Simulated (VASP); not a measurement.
Consider the following.

```
O2Si
1.0
    4.00686     0.00000     0.00000
    0.00000     4.00686     0.00000
    0.00000     0.00000     2.60071
Si O
2 4
Cartesian
  0.00000   0.00000   0.00000
  2.00343   2.00343   1.30036
  1.21232   1.21232   0.00000
  3.21575   0.79111   1.30036
  0.79111   3.21575   1.30036
  2.79454   2.79454   0.00000
```

Computed with r2SCAN meta-GGA, VASP's PBE PAW potentials (set 64) (plane waves; VASP). Numerical set-up: 620 eV cut-off, 6×6×8 Γ-centred mesh, Gaussian smearing of 0.050 eV, potentials Si O.

Estimate the energy per atom (σ→0), pressure, band gap (on the k-mesh) with the smallest direct gap where there is one.

The band gap (on the k-mesh) is 7.83 eV and the smallest direct gap (on the k-mesh) is 7.83 eV. The energy per atom (σ→0) is -9.693 eV/atom and the pressure comes out as 45.03 GPa.

Only differences to runs with the same potentials and settings are physical.

The compound is SiO2 in the rutile structure, stishovite, a high-pressure form. It was relaxed first under an external pressure of 45 GPa.
